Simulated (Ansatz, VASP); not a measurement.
# NaF (Villiaumite) in two plane-wave programs

One calculation is typed for both programs; each brings its own data sets. How far apart do they land? The cell is taken from a series of VASP runs on this material, whose earlier steps may have relaxed, scaled or displaced it; both programs get it as it stands. Valence electrons are named where the data sets of a main pair hold unlike numbers.

Main program and level: Ansatz 0.2.0; plane waves, with VASP 6.6.1 beside it; band structure at r2SCAN-EpsX with an exact-exchange share of 0.527.

### 1. Starting point

Symmetry: Fm-3m, No. 225, cubic system. The conventional cell has a = 4.640 Å, b = 4.640 Å, c = 4.640 Å, α = 90.00°, β = 90.00°, γ = 90.00°. Nearest to Na lie 6 F at 2.32 Å. Nearest to F lie 6 Na at 2.32 Å. Farther neighbours and most contacts between anions are not listed.

As a file:

```cif
data_structure
_symmetry_space_group_name_H-M 'P 1'
_symmetry_Int_Tables_number 1
_cell_length_a 3.2810
_cell_length_b 3.2810
_cell_length_c 3.2810
_cell_angle_alpha 60.000
_cell_angle_beta 60.000
_cell_angle_gamma 60.000
_cell_volume 24.97
loop_
_atom_site_label
_atom_site_type_symbol
_atom_site_fract_x
_atom_site_fract_y
_atom_site_fract_z
_atom_site_occupancy
Na1 Na 0.00000 0.00000 0.00000 1
F2 F 0.50000 0.50000 0.50000 1
```

### 2. Ansatz: band structure, r2SCAN-EpsX with an exact-exchange share of 0.527

Ansatz runs on its default PAW (the set named soft_2) files.

The same path points are solved in both programs, so levels can be compared one by one.

input.yaml

```yaml
crystal:
  lattice:
    - [0.0, 2.32, 2.32]
    - [2.32, 0.0, 2.32]
    - [2.32, 2.32, 0.0]
  atoms:
    - { symbol: Na, position: [0.0, 0.0, 0.0] }
    - { symbol: F, position: [0.5, 0.5, 0.5] }
hamiltonian:
  xc: { exchange: r2scan, correlation: r2scan, exx: { coeff: 0.527 } }
  pseudopotentials: { kind: paw }
kpoints:
  mp_grid: { grid: [5, 5, 5] }
  band_path:
    path:
      - [0.0, 0.0, 0.0]
      - [0.5, 0.0, 0.5]
      - [0.5, 0.22222, 0.72222]
      - [0.40278, 0.34722, 0.75]
      - [0.125, 0.125, 0.25]
      - [0.27778, 0.27778, 0.27778]
      - [0.55556, 0.38889, 0.55556]
      - [0.58333, 0.25, 0.66667]
      - [0.5, 0.30556, 0.69444]
      - [0.48611, 0.48611, 0.52778]
      - [0.625, 0.25, 0.625]
      - [0.5, 0.0, 0.5]
    npoints: 1
scf:
  occupations: { method: gaussian, width: 0.03 }
  n_extra_bands: 7
output:
  forces: true
  stress: true
  eigenvalues: true
  write_density: true
  write_potential: true
  elf: true
  volumetric_format: npy
```

The run is started by

```bash
$ ansatz run input.yaml --threads 4 --pin off --max-ram 9216MiB --backend cpu --events-out ev --progress --plain --runs-dir out
```

Numbers of over 12 decimals in the logs are rounded to 6 here.

What it wrote:

```text
Warning: output.stress: scf.convergence.dr2_threshold = 1e-7 eV (the SCF's general default) is looser than the 2e-10 eV advised for a printed stress (1e-10 eV for each atom of the cell: 2). What an SCF threshold leaves in a stress goes as its square root, and in the free energy as the threshold itself, and one threshold admits the most on a small cell: [figures from the program's tests cut] Set scf.convergence.dr2_threshold to 2e-10 eV or tighter. The threshold is an SCF's pass mark: one that does not reach it within its budget of iterations ends unconverged, or closes short of it on a stop that the run arms, and scf.convergence.dr2_threshold's page says what that costs each kind of run
Warning: output.stress: scf.exx.energy_threshold = 1e-6 eV is looser than the 2e-8 eV advised for a stress under a hybrid functional (1e-8 eV for each atom of the cell: 2). Every SCF of the exchange loop can meet its threshold on dr2 while the loop round them stops early: no threshold on dr2 bounds what that leaves in the stress. Set scf.exx.energy_threshold to 2e-8 eV or tighter. The threshold is the loop's pass mark: a loop that does not reach it within its budget of cycles ends unconverged, and scf.exx.energy_threshold's page has the law
scf.n_extra_bands = 7 over 8 filled bands (N_el = 16.0): the run solves 15 bands
Engine: ansatz 0.2.0, aarch64-unknown-linux-gnu
Pseudopotentials: kind: paw
Pseudopotential: Na, paw, valence charge 9, recommended cutoff 500 eV (meta_gga), Na.paw.azcp
Pseudopotential: F, paw, valence charge 7, recommended cutoff 500 eV (meta_gga), F.paw.azcp
Functional definition: unnamed
  parameter a_1 = 0.527
  exchange = (1 - a_1)*r2scan_x + a_1*exact_x
  correlation = r2scan_c
Crystal: 2 atoms, lattice volume = 24.974 Å³
Basis set: ecut = 500 eV, 609 PW (Γ), exchange–correlation on 96×96×96 points (64 copies of the dense FFT grid, shifted against one another)
Bands: 15, of which v1, the nominal top of the filled ones, is band 8 counted from 1 (7 counted from 0)
Symmetry: 48 space group operations
Space group: Fm-3m (ITA 225), of the structure as read, at distance tolerance 2.9e-5 Å
k-points: 10 of 125
Non-local potential: Na, projectors of the file, l = 0: 3, l = 1: 2, l = 2: 1
Non-local potential: F, projectors of the file, l = 0: 2, l = 1: 2, l = 2: 1
PAW form: soft (Blöchl's): semilocal exchange-correlation on the pseudo side does not see the compensation charge
PAW frozen core: Na, regenerated for the run's functional, and the local potential with it (the file was generated under x = pbe(κ = 0.804, μ = 0.219515), c = pbe(β = 0.066725))
PAW frozen core: F, regenerated for the run's functional, and the local potential with it (the file was generated under x = pbe(κ = 0.804, μ = 0.219515), c = pbe(β = 0.066725))
PAW one-centre angular grid: Na, 302 points (default); XC on 339 of its mesh's 2595 points in the sphere
PAW one-centre angular grid: F, 302 points (default); XC on 160 Gauss nodes
Initial density: superposition of atomic densities (neutral atoms: chi_scale 0, normalization atom), corrected by the library's trained network
Initial wavefunctions: pseudopotential atomic-orbital guess
Functional: x = r2scan, c = r2scan; τ floored in thin density (d = 2e-4 eV/Å³), warm-up for x = 0.473 r2scan + 0.527 exact, c = r2scan; τ floored in thin density (d = 2e-4 eV/Å³)
SCF iter   1: F=—  HF=-2301.336478 eV  |F-HF|=—  |Δ(HF+E_count)|=         —  Δρ=9.36e-3  dr2=1.36e-2  dr2_τ=2.63e-2  ethr=1.77e-3  ⟨swp⟩=7.8  Hψ=698  notcnv=0
preconditioner: auto → none  [insulator: Δε(μ)=7.327 eV  Ē_g=32.017 eV  σ=0.030 eV  W_gap=1.00  n_scr=8 (ndim 8)  ℏωp=27.8 eV  f_vac=0.108  D(μ)=0.00/eV (n_scr^D=0)]
iter 2 solved again at ethr=6.02e-6 eV; its pass at ethr=8.51e-5 eV (dr2=9.63e-4 eV) is discarded
SCF iter   2: F=-2301.367563 eV  HF=-2301.367787 eV  |F-HF|=2.24e-4  |Δ(HF+E_count)|=   3.13e-2  Δρ=3.81e-3  dr2=9.67e-4  dr2_τ=4.57e-4  ethr=6.02e-6  ⟨swp⟩=2.2  Hψ=703  notcnv=0  defer=2
SCF 1 stopped early in 2 iterations: F = -2301.367563 eV  dr2 = 9.67e-4
  greatest PAW one-centre occupation: 1.000 electrons in one spin orbital (limit 2), on the Na atom at site 0 (counted from 0), in its partial waves of l = 0
Initial density: handed on by an earlier stage of this run
Initial wavefunctions: those handed on with the density
Functional: x = 0.473 r2scan + 0.527 exact, c = r2scan; τ floored in thin density (d = 2e-4 eV/Å³)
Frozen-core exchange: fock
SCF iter   1: F=—  HF=-2299.960663 eV  |F-HF|=—  |Δ(HF+E_count)|=         —  Δρ=1.18e-2  dr2=2.15e-2  dr2_τ=2.46e-3  ethr=6.04e-5  ⟨swp⟩=4.6  Hψ=537  notcnv=0
preconditioner: auto → none  [insulator: Δε(μ)=12.747 eV  Ē_g=39.168 eV  σ=0.030 eV  W_gap=1.00  n_scr=8 (ndim 8)  ℏωp=27.8 eV  f_vac=0.111  D(μ)=0.00/eV (n_scr^D=0)]
SCF iter   2: F=—  HF=-2299.950961 eV  |F-HF|=—  |Δ(HF+E_count)|=   9.70e-3  Δρ=5.96e-3  dr2=5.79e-3  dr2_τ=7.91e-4  ethr=6.04e-5  ⟨swp⟩=3.0  Hψ=335  notcnv=0
SCF iter   3: F=—  HF=-2299.963456 eV  |F-HF|=—  |Δ(HF+E_count)|=   1.25e-2  Δρ=3.09e-3  dr2=2.93e-3  dr2_τ=1.54e-4  ethr=1.56e-5  ⟨swp⟩=3.0  Hψ=313  notcnv=0  defer=2
SCF iter   4: F=—  HF=-2299.962465 eV  |F-HF|=—  |Δ(HF+E_count)|=   9.91e-4  Δρ=4.59e-4  dr2=1.33e-4  dr2_τ=5.03e-6  ethr=1.48e-5  ⟨swp⟩=2.9  Hψ=307  notcnv=0
Mixer restart at iter 4: flushing history
SCF iter   5: F=—  HF=-2299.962837 eV  |F-HF|=—  |Δ(HF+E_count)|=   3.71e-4  Δρ=5.02e-4  dr2=7.30e-5  dr2_τ=2.56e-6  ethr=1.76e-7  ⟨swp⟩=4.1  Hψ=294  notcnv=0
SCF iter   6: F=-2299.962836 eV  HF=-2299.962841 eV  |F-HF|=4.54e-6  |Δ(HF+E_count)|=   4.22e-6  Δρ=1.52e-4  dr2=7.09e-6  dr2_τ=2.57e-7  ethr=1.76e-7  ⟨swp⟩=3.1  Hψ=269  notcnv=0
SCF 2 stopped early in 6 iterations: F = -2299.962836 eV  dr2 = 7.09e-6
hybrid outer 1: dexx = +1.664e-2 eV, tail = 1.26e-4 eV
Frozen-core exchange: fock
SCF iter   1: F=—  HF=-2299.963379 eV  |F-HF|=—  |Δ(HF+E_count)|=         —  Δρ=2.55e-4  dr2=5.16e-6  dr2_τ=7.57e-7  ethr=3.95e-6  ⟨swp⟩=3.5  Hψ=328  notcnv=0
preconditioner: auto → none  [insulator: Δε(μ)=12.706 eV  Ē_g=39.042 eV  σ=0.030 eV  W_gap=1.00  n_scr=8 (ndim 8)  ℏωp=27.8 eV  f_vac=0.178  D(μ)=0.00/eV (n_scr^D=0)]
SCF iter   2: F=—  HF=-2299.963378 eV  |F-HF|=—  |Δ(HF+E_count)|=   3.90e-7  Δρ=1.09e-4  dr2=8.18e-7  dr2_τ=2.11e-7  ethr=2.94e-8  ⟨swp⟩=3.2  Hψ=301  notcnv=0  defer=1
SCF iter   3: F=—  HF=-2299.963378 eV  |F-HF|=—  |Δ(HF+E_count)|=   3.18e-7  Δρ=3.40e-5  dr2=1.41e-7  dr2_τ=4.83e-9  ethr=5.08e-9  ⟨swp⟩=3.1  Hψ=315  notcnv=0
SCF iter   4: F=-2299.963378 eV  HF=-2299.963378 eV  |F-HF|=4.99e-9  |Δ(HF+E_count)|=   1.19e-7  Δρ=8.32e-6  dr2=5.78e-9  dr2_τ=9.89e-10  ethr=7.66e-10  ⟨swp⟩=3.1  Hψ=304  notcnv=0  defer=1
SCF 3 converged in 4 iterations: F = -2299.963378 eV  dr2 = 5.78e-9
  Residual-converged pass: ⟨swp⟩=2.9  Hψ=260  notcnv=0  max |occ|·‖R‖ = 2.2e-6 eV (tolerance 2.4e-6 eV)  dr2=5.96e-9  dr2_τ=9.95e-10  dr2_onsite=1.98e-9  max |Δocc| = 0.0e0
hybrid outer 2: dexx = +2.747e-6 eV, tail = 1.28e-7 eV, Δε = 7.13e-3 eV (about 3.47e-4 eV left of the loop's levels)
Frozen-core exchange: fock
SCF iter   1: F=—  HF=-2299.963379 eV  |F-HF|=—  |Δ(HF+E_count)|=         —  Δρ=1.48e-5  dr2=1.35e-8  dr2_τ=4.69e-9  ethr=4.01e-9  ⟨swp⟩=4.9  Hψ=409  notcnv=0
preconditioner: auto → none  [insulator: Δε(μ)=12.706 eV  Ē_g=39.045 eV  σ=0.030 eV  W_gap=1.00  n_scr=8 (ndim 8)  ℏωp=27.8 eV  f_vac=0.178  D(μ)=0.00/eV (n_scr^D=0)]
SCF iter   2: F=-2299.963379 eV  HF=-2299.963379 eV  |F-HF|=1.73e-9  |Δ(HF+E_count)|=   6.05e-9  Δρ=6.01e-6  dr2=2.30e-9  dr2_τ=5.62e-10  ethr=8.03e-11  ⟨swp⟩=3.2  Hψ=266  notcnv=0  defer=1
SCF 4 converged in 2 iterations: F = -2299.963379 eV  dr2 = 2.30e-9
  Residual-converged pass: ⟨swp⟩=3.0  Hψ=262  notcnv=0  max |occ|·‖R‖ = 1.6e-6 eV (tolerance 2.4e-6 eV)  dr2=2.37e-9  dr2_τ=5.88e-10  dr2_onsite=7.18e-10  max |Δocc| = 0.0e0
hybrid outer 3: dexx = +5.244e-9 eV, tail = 7.68e-9 eV, Δε = 2.38e-4 eV (about 6.82e-5 eV left of the loop's levels), ΔF = 1.47e-29 eV/Å (tail inf)
NSCF: frozen V_eff on 12 k-points
hybrid SCF converged: 3 outer / 12 inner (+2 warm-up), last move |dexx| = 5.24e-9 eV, tail = 7.68e-9 eV
Stability not checked: this state was not tested for a lower state beside it, because the functional holds exact exchange (a hybrid, or Hartree-Fock), whose exchange loop this test does not read (fock_operator; see scf.lower_state_search)
Free energy (F): -2299.963379 eV
Frozen-core exchange: fock
Harris-Foulkes:  -2299.963379 eV  (|F-HF|=1.73e-9)
Internal energy: -2299.963379 eV  (E = F + TS)
E sigma→0 (E₀):  -2299.963379 eV
Fermi energy:    2.605644 eV
--- Per-component energies (eV) ---
  E_band       = -349.345265
  E_kinetic    = 334.066976
  E_local      = -1703.053639  (includes V_loc(G=0)·N_el)
  E_nonlocal   = 186.379330
  E_hartree    = 607.883133
  E_xc         = -60.739825
  E_vxc        = -84.518008  (∫ρ·V_xc dr)
  E_exx        = -162.077971  (= α·E_x^exact, valence–valence)
  E_paw        = -364.360651  (= ΣΔE_a)
  E_vpaw       = 22.268552  (= ΣTr[D̂ρ^β])
  E_aug_tail   = 0.001104  (compensation charges beyond the density's cutoff)
  E_vtau       = 3.901859  (kinetic-family band-sum trace: ∫τ·v_τ [+ j·A + Jᵃ·Aᵃ] dr)
  E_ewald      = -1137.910901
  E_core_change = -0.150938  (= ΣΔE_core)
  E_smearing   = -0.000000  (= −TS)
  E_closure    = 0.000004  (closes the sum)
  Σ components = -2299.963379   (vs F -2299.963379, Δ=-4.55e-13)
--- Forces (eV/Å), atoms counted from 1 ---
  atom   1  Na     0.00000000    -0.00000000    -0.00000000
  atom   2  F      0.00000000    -0.00000000     0.00000000
  max |Σ_I F_I| component: 4.08e-29 eV/Å
--- Stress (GPa, compression-positive) ---
       -3.448410      -0.000000       0.000000
        0.000000      -3.448410      -0.000000
        0.000000      -0.000000      -3.448410
  P = ⅓ Tr σ = -3.4484 GPa (-34.484 kbar)
--- Band table (eV; the first three rows and the last of 10) ---
  k-point 0: bands = [... 4 lower, -25.6917, -3.7476, -3.7476, -3.7476, 8.9588, 22.0463, 22.0463, 22.0463, ... 3 higher]
  k-point 1: bands = [... 4 lower, -25.4460, -4.3888, -3.8484, -3.8484, 10.2783, 18.7831, 22.6846, 22.6846, ... 3 higher]
  k-point 2: bands = [... 4 lower, -25.1557, -5.2682, -4.0072, -4.0072, 12.8270, 16.1707, 23.4508, 23.4508, ... 3 higher]
  k-point 9: bands = [... 4 lower, -25.3800, -4.9210, -4.4944, -4.2366, 15.0142, 16.1860, 19.3731, 21.2916, ... 3 higher]
```

Wall time 11 s (4 threads of Arm Neoverse V2, shared host); peak memory 0.6 GiB.

(Part 1 of 2 ends here.)

[Lines on the potential files, build, host, timing and source positions are cut from VASP's logs without a mark.]

[Logs are printed without paths, hosts, clocks, repeated set-up lines and the standing remarks that a program may print on its own settings, such as how far it seeks lower states.]

[Hosts, paths, dates, database ids (printed as entryN), source tags and the programs' standing remarks are cut or masked in the printed files.]
